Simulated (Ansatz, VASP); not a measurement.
# Cross-check of AlZn2PS2 between VASP and Ansatz

One calculation is typed for both programs; each brings its own data sets. How far apart do they land? The cell is generated by rule, not measured, and may not be a known phase. The cell is taken from a series of runs on this material, whose earlier steps may have relaxed, scaled, displaced or heated it; both programs get it as it stands.

Main program and level: Ansatz 0.2.0; plane waves, with VASP 6.6.1 beside it; relaxation of cell and atoms at LDA.

The structure was built from a prototype and need not be the compound's stable phase.

## 1. Starting point

The structure is orthorhombic, space group Imm2 (No. 44). The conventional cell has a = 3.792 Å, b = 3.804 Å, c = 15.850 Å, α = 90.00°, β = 90.00°, γ = 90.00°. Al has 2 P at 2.28 Å and 2 S at 2.36 Å nearest. Nearest to P lie 2 Al at 2.28 Å and 2 Zn at 2.29 Å. Nearest to S lie 4 Zn at 2.27 to 2.35 Å. Nearest to S lie 2 Zn at 2.34 Å and 2 Al at 2.36 Å. Nearest to Zn lie 2 P at 2.29 Å and 2 S at 2.35 Å. Nearest to Zn lie 4 S at 2.27 to 2.34 Å. Farther neighbours and most contacts between anions are not listed.

## 2. Ansatz: relaxation of cell and atoms, LDA

Ansatz runs on its default PAW (the set named soft_2) files.

The relaxed volume is the usual yardstick between codes: in a stiff, nearly cubic crystal its relative difference is about their pressure difference at one cell divided by the bulk modulus.

The input, input.yaml:

```yaml
crystal:
  lattice:
    - [2.6812232783, 2.6812232783, 0.0]
    - [-2.6899220139, 2.6899220139, 0.0]
    - [2.6855726461, -0.0043493678, 7.9252236412]
  atoms:
    - { symbol: Al, position: [-0.0038154087, 0.0038154087, 0.0076308174] }
    - { symbol: P, position: [0.4158642377, 0.0841357623, 0.1682715247] }
    - { symbol: S, position: [0.7482974236, 0.7517025764, 0.5034051528] }
    - { symbol: S, position: [0.0838418846, 0.4161581154, 0.8323162307] }
    - { symbol: Zn, position: [0.3356025034, 0.6643974966, 0.3287949931] }
    - { symbol: Zn, position: [0.6702093594, 0.3297906406, 0.6595812812] }
kpoints:
  mp_grid: { grid: [6, 6, 6] }
hamiltonian:
  xc: lda
scf:
  occupations: { method: gaussian, width: 0.02 }
output:
  forces: true
  stress: true
  eigenvalues: true
relax:
  adjacent_minimum: "off"
  f_tol: 0.005
  max_steps: 80
  cell: { stress_tol: 0.05 }
```

On the command line:

```console
$ ansatz run input.yaml --threads 8 --pin off --max-ram 14336MiB --backend cpu --events-out ev --progress --plain --runs-dir out
```

Numbers of over 12 decimals in the logs are rounded to 6 here.

The program printed:

```text
Engine: ansatz 0.2.0, x86_64-unknown-linux-gnu
Pseudopotentials: kind: paw
Pseudopotential: Al, paw, valence charge 3, recommended cutoff 420 eV (normal), Al.paw.azcp
Pseudopotential: P, paw, valence charge 5, recommended cutoff 420 eV (normal), P.paw.azcp
Pseudopotential: S, paw, valence charge 6, recommended cutoff 420 eV (normal), S.paw.azcp
Pseudopotential: Zn, paw, valence charge 12, recommended cutoff 420 eV (normal), Zn.paw.azcp
Functional definition: SPW92
  exchange = slater_x
  correlation = pw_c
Crystal: 6 atoms, lattice volume = 114.318 Å³
Basis set: ecut = 420 eV, 2223 PW (Γ)
Bands: 28, of which v1, the nominal top of the filled ones, is band 22 counted from 1 (21 counted from 0)
Symmetry: 4 space group operations
Space group: Imm2 (ITA 44), of the structure as read, at distance tolerance 4.9e-5 Å
k-points: 46 of 216 (time reversal used)
Non-local potential: Al, projectors of the file, l = 0: 2, l = 1: 2, l = 2: 1
Non-local potential: P, projectors of the file, l = 0: 2, l = 1: 2, l = 2: 2
Non-local potential: S, projectors of the file, l = 0: 2, l = 1: 2, l = 2: 2
Non-local potential: Zn, projectors of the file, l = 0: 2, l = 1: 2, l = 2: 3, l = 3: 1
PAW form: soft (Blöchl's): semilocal exchange-correlation on the pseudo side does not see the compensation charge
PAW frozen core: Al, regenerated for the run's functional, and the local potential with it (the file was generated under x = pbe(κ = 0.804, μ = 0.219515), c = pbe(β = 0.066725))
PAW frozen core: P, regenerated for the run's functional, and the local potential with it (the file was generated under x = pbe(κ = 0.804, μ = 0.219515), c = pbe(β = 0.066725))
PAW frozen core: S, regenerated for the run's functional, and the local potential with it (the file was generated under x = pbe(κ = 0.804, μ = 0.219515), c = pbe(β = 0.066725))
PAW frozen core: Zn, regenerated for the run's functional, and the local potential with it (the file was generated under x = pbe(κ = 0.804, μ = 0.219515), c = pbe(β = 0.066725))
PAW one-centre angular grid: Al, 110 points (default); XC on 64 Gauss nodes
PAW one-centre angular grid: P, 110 points (default); XC on 64 Gauss nodes
PAW one-centre angular grid: S, 110 points (default); XC on 64 Gauss nodes
PAW one-centre angular grid: Zn, 590 points (default); XC on 64 Gauss nodes
Initial density: superposition of atomic densities (neutral atoms: chi_scale 0, normalization atom), corrected by the library's trained network
Initial wavefunctions: pseudopotential atomic-orbital guess
Functional: x = slater, c = lda
SCF iter   1: F=—  HF=-9474.755265 eV  |F-HF|=—  |Δ(HF+E_count)|=         —  Δρ=6.19e-3  dr2=4.29e-2  ethr=1.77e-3  ⟨swp⟩=7.8  Hψ=7021  notcnv=0
preconditioner: auto → Resta (q_TF=auto, 2.327 Å⁻¹)  ε∞=6.1  [insulator: Δε(μ)=1.467 eV  Ē_g=10.192 eV  σ=0.020 eV  W_gap=1.00  n_scr=20 (ndim 8)  ℏωp=23.0 eV  f_vac=0.001  D(μ)=0.00/eV (n_scr^D=0)  ε∞_Penn≈6.1]
SCF iter   2: F=—  HF=-9474.743796 eV  |F-HF|=—  |Δ(HF+E_count)|=   1.15e-2  Δρ=2.94e-3  dr2=1.19e-2  ethr=9.76e-5  ⟨swp⟩=2.7  Hψ=2630  notcnv=0  defer=72
SCF iter   3: F=—  HF=-9474.741563 eV  |F-HF|=—  |Δ(HF+E_count)|=   2.23e-3  Δρ=2.11e-3  dr2=2.67e-3  ethr=2.70e-5  ⟨swp⟩=2.9  Hψ=2383  notcnv=0  defer=72
SCF iter   4: F=—  HF=-9474.740081 eV  |F-HF|=—  |Δ(HF+E_count)|=   1.48e-3  Δρ=3.67e-4  dr2=1.43e-4  ethr=6.07e-6  ⟨swp⟩=2.0  Hψ=2293  notcnv=0  defer=72
SCF iter   5: F=—  HF=-9474.740065 eV  |F-HF|=—  |Δ(HF+E_count)|=   1.58e-5  Δρ=8.67e-5  dr2=1.18e-5  ethr=3.26e-7  ⟨swp⟩=3.0  Hψ=2396  notcnv=0  defer=72
SCF iter   6: F=—  HF=-9474.740066 eV  |F-HF|=—  |Δ(HF+E_count)|=   8.98e-7  Δρ=7.86e-5  dr2=4.51e-6  ethr=2.68e-8  ⟨swp⟩=2.0  Hψ=2095  notcnv=0  defer=72
SCF iter   7: F=—  HF=-9474.740064 eV  |F-HF|=—  |Δ(HF+E_count)|=   1.69e-6  Δρ=2.53e-5  dr2=6.65e-7  ethr=1.02e-8  ⟨swp⟩=2.0  Hψ=2084  notcnv=0  defer=72
SCF iter   8: F=-9474.740064 eV  HF=-9474.740064 eV  |F-HF|=6.39e-9  |Δ(HF+E_count)|=   8.74e-8  Δρ=5.92e-6  dr2=4.85e-8  ethr=2.27e-10  ⟨swp⟩=8.7  Hψ=7081  notcnv=0
SCF 1 converged in 8 iterations: F = -9474.740064 eV  dr2 = 4.85e-8
  greatest PAW one-centre occupation: 0.984 electrons in one spin orbital (limit 2), on the Zn atom at site 5 (counted from 0), in its partial waves of l = 2
relax step   1: F+E_penalty+E_count = -9474.74006402 eV  Δ(F+E_penalty+E_count) = +0.000e0 eV  max|allowed force component| = 3.752e-2 eV/Å  Δτ_max = 0.0000 Å  P = +0.026 GPa  Ω = 114.318 Å³  (8 SCF iters, dr2 threshold 1.00e-7 eV, accepted)
[...]
relax step   2: F+E_penalty+E_count = -9474.74014507 eV  Δ(F+E_penalty+E_count) = -8.105e-5 eV  max|allowed force component| = 1.554e-2 eV/Å  Δτ_max = 0.0014 Å  P = +0.009 GPa  Ω = 114.337 Å³  energy of the carried Pulay correction = -6.336e-6 eV  (4 SCF iters, dr2 threshold 8.80e-8 eV, accepted)
[...]
relax step   3: F+E_penalty+E_count = -9474.74017924 eV  Δ(F+E_penalty+E_count) = -3.417e-5 eV  max|allowed force component| = 2.800e-3 eV/Å  Δτ_max = 0.0015 Å  P = -0.007 GPa  Ω = 114.368 Å³  energy of the carried Pulay correction = -1.640e-5 eV  (5 SCF iters, dr2 threshold 1.51e-8 eV, accepted)
[...]
relax step   4: F+E_penalty+E_count = -9474.74019958 eV  Δ(F+E_penalty+E_count) = -2.034e-5 eV  max|allowed force component| = 2.803e-3 eV/Å  Δτ_max = 0.0000 Å  P = -0.007 GPa  Ω = 114.368 Å³  stress off target by 2.00e-2 GPa  SCF on the basis re-selected at this cell (its energy is not comparable with the rows above)  (5 SCF iters)
basis re-selected at this cell: Δ(F+E_penalty+E_count) = -2.034e-5 eV, ΔP = -0.000 GPa vs the last step (what re-selecting the basis moved, of the pressure what is left beyond the Pulay correction that the steps carried, after the strain that the cell walked since its last selection, with what the two solves' SCF thresholds leave and, on support functions, any second-order correction that the steps lacked; it is no m [...]
SCF converged after 5 iterations
Free energy (F): -9474.740200 eV
Harris-Foulkes:  -9474.740200 eV  (|F-HF|=2.73e-11)
Internal energy: -9474.740200 eV  (E = F + TS)
E sigma→0 (E₀):  -9474.740200 eV
Fermi energy:    7.196610 eV
--- Per-component energies (eV) ---
  E_band       = 11.185808
  E_kinetic    = 575.141136
  E_local      = -4667.569998  (includes V_loc(G=0)·N_el)
  E_nonlocal   = 1336.971416
  E_hartree    = 1978.970240
  E_xc         = -566.462872
  E_vxc        = -375.708723  (∫ρ·V_xc dr)
  E_paw        = -5631.436854  (= ΣΔE_a)
  E_vpaw       = -815.587622  (= ΣTr[D̂ρ^β])
  E_aug_tail   = -0.000729  (compensation charges beyond the density's cutoff)
  E_ewald      = -2503.946284
  E_core_change = 3.593746  (= ΣΔE_core)
  E_smearing   = -0.000000  (= −TS)
  E_closure    = 0.000000  (closes the sum)
  Σ components = -9474.740200   (vs F -9474.740200, Δ=0.00e0)
--- Forces (eV/Å), atoms counted from 1 ---
  atom   1  Al    -0.00000000    -0.00000000    -0.00179958
  atom   2  P      0.00000000     0.00000000     0.00185645
  atom   3  S      0.00000000    -0.00000000    -0.00175510
  atom   4  S      0.00000000     0.00000000    -0.00177422
  atom   5  Zn    -0.00000000    -0.00000000     0.00066218
  atom   6  Zn    -0.00000000    -0.00000000     0.00280108
  max |Σ_I F_I| component: 9.19e-6 eV/Å
--- Stress (GPa, compression-positive) ---
       -0.007605      -0.012358       0.000000
       -0.012358      -0.007605      -0.000000
        0.000000      -0.000000      -0.005449
  P = ⅓ Tr σ = -0.0069 GPa (-0.069 kbar)
--- Band table (eV; the first three rows and the last of 46) ---
  k-point 0: bands = [... 18 lower, 4.2165, 5.8754, 5.8928, 6.4129, 7.9294, 8.6791, 9.0233, 9.6496, ... 2 higher]
  k-point 1: bands = [... 18 lower, 4.3324, 5.5670, 5.7969, 6.3477, 8.0567, 8.7601, 9.0864, 9.6519, ... 2 higher]
  k-point 2: bands = [... 18 lower, 4.6209, 4.9422, 5.5591, 6.2123, 8.0846, 8.9118, 9.3604, 9.9252, ... 2 higher]
  k-point 45: bands = [... 18 lower, 3.0212, 3.0444, 3.8730, 4.1294, 8.3785, 9.0959, 9.3707, 9.9530, ... 2 higher]
--- Relaxed structure (3 steps of the walk, 3 accepted, 1 SCFs on fresh bases) ---
  F+E_penalty+E_count = -9474.74019958 eV   max|allowed force component| = 2.803e-3 eV/Å   (the final SCF, on the basis selected at the relaxed cell)
  cell:  # Å, volume = 114.3676 Å³
    - [2.682033, 2.682033, 0]
    - [-2.690518, 2.690518, 0]
    - [2.686275, -0.00424241, 7.924522]
  atoms:
    - { symbol: Al, position: [-0.00371657, 0.00371657, 0.00743313] }
    - { symbol: P, position: [0.415807, 0.084193, 0.168387] }
    - { symbol: S, position: [0.748194, 0.751806, 0.503612] }
    - { symbol: S, position: [0.083677, 0.416323, 0.832646] }
    - { symbol: Zn, position: [0.335743, 0.664257, 0.328515] }
    - { symbol: Zn, position: [0.670296, 0.329704, 0.659408] }
```

## 3. VASP: relaxation of cell and atoms, LDA

The same cell, functional (in two slightly different forms), mesh and smearing now go to VASP, with its own data sets.

Lines of VASP's logs that name or quote its potential files are left out, and so is its time.

The input, INCAR:

```
SYSTEM = AlZn2PS2
PREC = Accurate
ENCUT = 500
EDIFF = 1E-07
NELM = 120
ISMEAR = 0
SIGMA = 0.02
LREAL = .FALSE.
ALGO = Normal
GGA = PW92
NBANDS = 28
LORBIT = 11
LWAVE = .FALSE.
LCHARG = .FALSE.
ISIF = 3
IBRION = 2
NSW = 80
EDIFFG = -0.005
LASPH = .TRUE.
GGA_COMPAT = .FALSE.
NELMIN = 4
EFERMI = MIDGAP
KPAR = 2
```

The input, POSCAR:

```
AlZn2PS2
1.0
    2.6812230000      2.6812230000      0.0000000000
   -2.6899220000      2.6899220000      0.0000000000
    2.6855730000     -0.0043490000      7.9252240000
Al P S Zn
1 1 2 2
Direct
    0.9961845859      0.0038154127      0.0076308253
    0.4158642694      0.0841357292      0.1682714583
    0.7482974599      0.7517025387      0.5034050773
    0.0838419190      0.4161580796      0.8323161591
    0.3356025002      0.6643974985      0.3287949968
    0.6702093832      0.3297906154      0.6595812308
```

The input, KPOINTS:

```
Automatic mesh
0
Gamma
6 6 6
0 0 0
```

Potentials, in the order of the species: Al, P, S and Zn (LDA family, release 64).

On the command line:

```console
$ mpirun -np 2 vasp_std
```

The program printed:

```text
[banner, memory and clock lines left out]
running    2 mpi-ranks, on    1 nodes
 distrk:  each k-point on    1 cores,    2 groups
 distr:  one band on    1 cores,    1 groups

 POSCAR found type information on POSCAR AlP S Zn
 POSCAR found :  4 types and       6 ions
|                                                                             |
|               ----> ADVICE to this user running VASP <----                  |
|                                                                             |
|     You enforced a specific xc type in the INCAR file but a different       |
|     [... a line on the potential file left out ...]
|     I HOPE YOU KNOW WHAT YOU ARE DOING!                                     |
|                                                                             |

 LDA part: xc-table for (Slater(with rela. corr.)+PW92), standard interpolation
 POSCAR, INCAR and KPOINTS ok, starting setup
 FFT: planning ... GRIDC
 FFT: planning ... GRID_SOFT
 FFT: planning ... GRID
 WAVECAR not read
 entering main loop
       N       E                     dE             d eps       ncg     rms          rms(c)
DAV:   1     0.286537524321E+03    0.28654E+03   -0.19442E+04  2576   0.164E+03
DAV:   2     0.242158162663E+01   -0.28412E+03   -0.27444E+03  2704   0.355E+02
DAV:   3    -0.281922194749E+02   -0.30614E+02   -0.30214E+02  2968   0.117E+02
DAV:   4    -0.292720687183E+02   -0.10798E+01   -0.10773E+01  3208   0.220E+01
DAV:   5    -0.292896258425E+02   -0.17557E-01   -0.17553E-01  3224   0.290E+00    0.115E+01
DAV:   6    -0.277193771696E+02    0.15702E+01   -0.33231E+00  3616   0.534E+01    0.854E+00
DAV:   7    -0.276737975381E+02    0.45580E-01   -0.37904E+00  2904   0.117E+01    0.375E+00
DAV:   8    -0.276432818512E+02    0.30516E-01   -0.33085E-01  3284   0.651E+00    0.158E+00
DAV:   9    -0.276374477300E+02    0.58341E-02   -0.55003E-02  3348   0.568E+00    0.245E-01
DAV:  10    -0.276369106575E+02    0.53707E-03   -0.99475E-03  3232   0.201E+00    0.161E-01
DAV:  11    -0.276369713108E+02   -0.60653E-04   -0.18302E-03  4016   0.569E-01    0.105E-01
DAV:  12    -0.276369942019E+02   -0.22891E-04   -0.56665E-04  3628   0.380E-01    0.415E-02
DAV:  13    -0.276369741321E+02    0.20070E-04   -0.12758E-04  3744   0.231E-01    0.195E-02
DAV:  14    -0.276369742327E+02   -0.10061E-06   -0.19637E-05  3276   0.672E-02    0.733E-03
DAV:  15    -0.276369744036E+02   -0.17086E-06   -0.22985E-06  3328   0.113E-02    0.529E-03
DAV:  16    -0.276369744757E+02   -0.72079E-07   -0.38429E-07  2760   0.116E-02
   1 F= -.27636974E+02 E0= -.27636974E+02  d E =-.276370E+02
[...]
2 F= -.27637205E+02 E0= -.27637205E+02  d E =-.230470E-03
[...]
3 F= -.27637217E+02 E0= -.27637217E+02  d E =-.242728E-03
[...]
4 F= -.27637261E+02 E0= -.27637261E+02  d E =-.441613E-04
[...]
5 F= -.27637274E+02 E0= -.27637274E+02  d E =-.567403E-04
[...]
6 F= -.27637275E+02 E0= -.27637275E+02  d E =-.574327E-04
 curvature:  -1.06 expect dE=-0.140E-04 dE for cont linesearch -0.145E-07
 trial: gam= 0.23034 g(F)=  0.847E-05 g(S)=  0.478E-05 ort =-0.986E-06 (trialstep = 0.114E+01)
 search vector abs. value=  0.165E-04
 bond charge predicted
       N       E                     dE             d eps       ncg     rms          rms(c)
DAV:   1    -0.276373125343E+02   -0.37836E-04   -0.35710E-03  3068   0.444E-01    0.415E-02
DAV:   2    -0.276372910647E+02    0.21470E-04   -0.13455E-04  3296   0.203E-01    0.187E-02
DAV:   3    -0.276372855207E+02    0.55441E-05   -0.11389E-05  3124   0.282E-02    0.946E-03
DAV:   4    -0.276372838379E+02    0.16828E-05   -0.27720E-06  3004   0.137E-02    0.268E-03
DAV:   5    -0.276372837971E+02    0.40745E-07   -0.59752E-07  2828   0.883E-03
   7 F= -.27637284E+02 E0= -.27637284E+02  d E =-.916026E-05
 trial-energy change:   -0.000009  1 .order   -0.000008   -0.000015   -0.000002
 step:   1.2773(harm=  1.3265)  dis= 0.00046  next Energy=   -27.637284 (dE=-0.928E-05)
 reached required accuracy - stopping structural energy minimisation
```

[end of part 1 of 2]

[Lines on the potential files, build, host, timing and source positions are cut from VASP's logs without a mark.]

[Logs are printed without paths, hosts, clocks, repeated set-up lines and the standing remarks that a program may print on its own settings, such as how far it seeks lower states.]

[Hosts, paths, dates, database ids (printed as entryN), source tags and the programs' standing remarks are cut or masked in the printed files.]
